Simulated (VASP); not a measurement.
# What goes wrong when TiTe2 is relaxed with a bad input, part 2 of 2

Some relaxations of TiTe2 get a fault in the input on purpose. Which of them show, and how? The starting structure is a measured crystal structure from the Crystallography Open Database. The first relaxation on each setting starts from this cell expanded by 3 % in volume.

VASP 6.6.1.

Results so far: reference 25.37 Å³ an atom; a cutoff far too low 19.95 Å³ an atom.

**5. Relaxation with too few electronic steps**

Level of this step: PBEsol, no spin polarisation; plane waves and PAW (Te, Ti_sv) (VASP).

A slip made on purpose: too few electronic steps. Against step 2 the input has NELM = 4 (also changed: NSW).

Input file INCAR:

```
SYSTEM = TiTe2
PREC = Accurate
ENCUT = 450
EDIFF = 1E-06
NELM = 4
ISMEAR = 1
SIGMA = 0.15
LREAL = .FALSE.
ALGO = Normal
GGA = PS
NBANDS = 18
LORBIT = 11
LWAVE = .FALSE.
LCHARG = .FALSE.
KPAR = 4
IBRION = 2
NSW = 30
ISIF = 3
EDIFFG = -0.004
```

Input file POSCAR:

```
TiTe2
1.0
    3.8143984718      0.0000000000      0.0000000000
   -1.9071992359      3.3033659767      0.0000000000
    0.0000000000      0.0000000000      6.5623408181
Te Ti
2 1
Direct
    0.3333333333      0.6666666667      0.7372000000
    0.6666666667      0.3333333333      0.2628000000
    0.0000000000      0.0000000000      0.0000000000
```

Input file KPOINTS:

```
Automatic mesh
0
Gamma
12 12 6
0 0 0
```

Potentials, in the order of the species: Te and Ti_sv (PBE family, release 64).

Launch:

```sh
> mpirun -np 4 vasp_std
```

Log:

```text
[... set-up lines as in an earlier step ...]
 entering main loop
       N       E                     dE             d eps       ncg     rms          rms(c)
DAV:   1     0.162219745682E+03    0.16222E+03   -0.99575E+03  3608   0.111E+03
DAV:   2    -0.497232248643E+01   -0.16719E+03   -0.16383E+03  3932   0.287E+02
DAV:   3    -0.195990175018E+02   -0.14627E+02   -0.14271E+02  5742   0.803E+01
DAV:   4    -0.200315888816E+02   -0.43257E+00   -0.43150E+00  4632   0.132E+01
 -----------------------------------------------------------------------------
|                                                                             |
|           W    W    AA    RRRRR   N    N  II  N    N   GGGG   !!!           |
|           W    W   A  A   R    R  NN   N  II  NN   N  G    G  !!!           |
|           W    W  A    A  R    R  N N  N  II  N N  N  G       !!!           |
|           W WW W  AAAAAA  RRRRR   N  N N  II  N  N N  G  GGG   !            |
|           WW  WW  A    A  R   R   N   NN  II  N   NN  G    G                |
|           W    W  A    A  R    R  N    N  II  N    N   GGGG   !!!           |
[...]
-----------------------------------------------------------------------------
|                                                                             |
|     EEEEEEE  RRRRRR   RRRRRR   OOOOOOO  RRRRRR      ###     ###     ###     |
|     E        R     R  R     R  O     O  R     R     ###     ###     ###     |
|     E        R     R  R     R  O     O  R     R     ###     ###     ###     |
|     EEEEE    RRRRRR   RRRRRR   O     O  RRRRRR       #       #       #      |
|     E        R   R    R   R    O     O  R   R                               |
|     E        R    R   R    R   O     O  R    R      ###     ###     ###     |
|     EEEEEEE  R     R  R     R  OOOOOOO  R     R     ###     ###     ###     |
|                                                                             |
|     ERROR FEXCP: supplied Exchange-correletion table                        |
|      is too small, maximal index : 3951                                     |
|                                                                             |
|       ---->  I REFUSE TO CONTINUE WITH THIS SICK JOB ... BYE!!! <----       |
|                                                                             |
 -----------------------------------------------------------------------------

1
1
1
1
```

It took 16 s on 4 MPI ranks of AMD EPYC 7R43, shared host.

VASP stopped with this message: “ERROR FEXCP: supplied Exchange-correletion table is too small, maximal index : 3951”.

**6. Relaxation with a smearing far too wide**

A slip made on purpose: a smearing far too wide. Against step 2 the input has ISMEAR = 0 and SIGMA = 2 (also changed: NELM).

Changes to INCAR since step 5:

```diff
@@ -4,5 +4,5 @@
 EDIFF = 1E-06
-NELM = 4
-ISMEAR = 1
-SIGMA = 0.15
+NELM = 60
+ISMEAR = 0
+SIGMA = 2
 LREAL = .FALSE.
@@ -16,3 +16,3 @@
 IBRION = 2
-NSW = 30
+NSW = 50
 ISIF = 3
```

POSCAR is that of step 5.

KPOINTS is that of step 5.

Launch:

```sh
> mpirun -np 4 vasp_std
```

Log:

```text
[... set-up lines as in an earlier step ...]
 entering main loop
       N       E                     dE             d eps       ncg     rms          rms(c)
DAV:   1     0.160958058279E+03    0.16096E+03   -0.99575E+03  3608   0.111E+03
DAV:   2    -0.615925475700E+01   -0.16712E+03   -0.16367E+03  3932   0.287E+02
DAV:   3    -0.205817452703E+02   -0.14422E+02   -0.13999E+02  5742   0.800E+01
DAV:   4    -0.210262660912E+02   -0.44452E+00   -0.44153E+00  4632   0.133E+01
[...]
DAV:  13    -0.195638585472E+02    0.10910E-04   -0.50461E-05  4152   0.599E-02    0.240E-02
DAV:  14    -0.195638575034E+02    0.10438E-05   -0.51605E-06  4294   0.142E-02    0.132E-02
DAV:  15    -0.195638567981E+02    0.70526E-06   -0.47197E-06  3426   0.145E-02
   1 F= -.19563857E+02 E0= -.17226461E+02  d E =-.195639E+02
[... from here on, the cycles between the ionic steps are left out ...]
   2 F= -.19568663E+02 E0= -.17181538E+02  d E =-.480585E-02
   3 F= -.19568825E+02 E0= -.17189264E+02  d E =-.496829E-02
   4 F= -.19570348E+02 E0= -.17193397E+02  d E =-.152267E-02
   5 F= -.19573235E+02 E0= -.17203992E+02  d E =-.441034E-02
   6 F= -.19570555E+02 E0= -.17214029E+02  d E =-.172994E-02
   7 F= -.19573676E+02 E0= -.17207948E+02  d E =-.485074E-02
   8 F= -.19573677E+02 E0= -.17208132E+02  d E =-.485235E-02
   9 F= -.19573655E+02 E0= -.17208989E+02  d E =-.483012E-02
  10 F= -.19573675E+02 E0= -.17208733E+02  d E =-.484979E-02
  11 F= -.19573812E+02 E0= -.17205818E+02  d E =-.137369E-03
  12 F= -.19573876E+02 E0= -.17202458E+02  d E =-.201519E-03
  13 F= -.19573957E+02 E0= -.17203737E+02  d E =-.805768E-04
  14 F= -.19574078E+02 E0= -.17208363E+02  d E =-.201164E-03
  15 F= -.19574079E+02 E0= -.17208846E+02  d E =-.202380E-03
  16 F= -.19574079E+02 E0= -.17209032E+02  d E =-.202592E-03
  17 F= -.19574089E+02 E0= -.17208630E+02  d E =-.954325E-05
  18 F= -.19574099E+02 E0= -.17207080E+02  d E =-.197923E-04
  19 F= -.19574099E+02 E0= -.17206446E+02  d E =-.197885E-04
[...]
hard stop encountered!  aborting job ...
[...]
soft stop encountered!  aborting job ...
  20 F= -.19574097E+02 E0= -.17206623E+02  d E =-.473495E+01
 deleting file STOPCAR
```

Elapsed: 6.5 min, on 4 MPI ranks; peak memory 1 GiB.

The run was stopped at its time limit, after 20 ionic steps.

**7. Comparison**

```csv
run,ended,volume (Å³/atom),change (%),bulk modulus (GPa),pressure left (GPa),core minutes
reference,converged,25.374,-,37.6,-0.02,23.1
a functional's name that the tag doesn't take,stopped by VASP,-,-,-,-,0.267
a cutoff far too low,converged,19.946,-21.39,-,-0.02,2.87
too few electronic steps,stopped by VASP,-,-,-,-,1.09
a smearing far too wide,cut off by time,-,-,-,-,25.8
```

Core minutes are wall time times ranks, summed over the relaxations behind a row (those for a bulk modulus apart), on shared hosts.

**8. Outcome**

```json
{
 "volume of the reference": "25.37 Å³/atom",
 "volume against the reference, a cutoff far too low": "-21.39 %",
 "run with a functional's name that the tag doesn't take": "stopped by VASP",
 "run with too few electronic steps": "stopped by VASP",
 "run with a smearing far too wide": "cut off by time"
}
```

What this shows: VASP stopped by itself in the runs with a functional's name that the tag doesn't take and too few electronic steps. The run with a smearing far too wide was cut off by time, so it gives no result to compare. Finished, but with signs in the output that stand out against the reference: a cutoff far too low, with the volume changed by -21.4 % (signs: -50.2 GPa at the first ionic step (of the first relaxations, not shown; reference: -3.9 GPa) and an energy that rises by up to 38.0 eV an atom on the way). The reference was restarted once and the runs with a slip weren't, so their cells may not have settled fully. Further runs on this material are not shown.

[Lines on the potential files, build, host, timing and source positions are cut from VASP's logs without a mark.]

[Logs are printed without paths, hosts, clocks, repeated set-up lines and the standing remarks that a program may print on its own settings, such as how far it seeks lower states.]

[Hosts, paths, dates, database ids (printed as entryN), source tags and the programs' standing remarks are cut or masked in the printed files.]
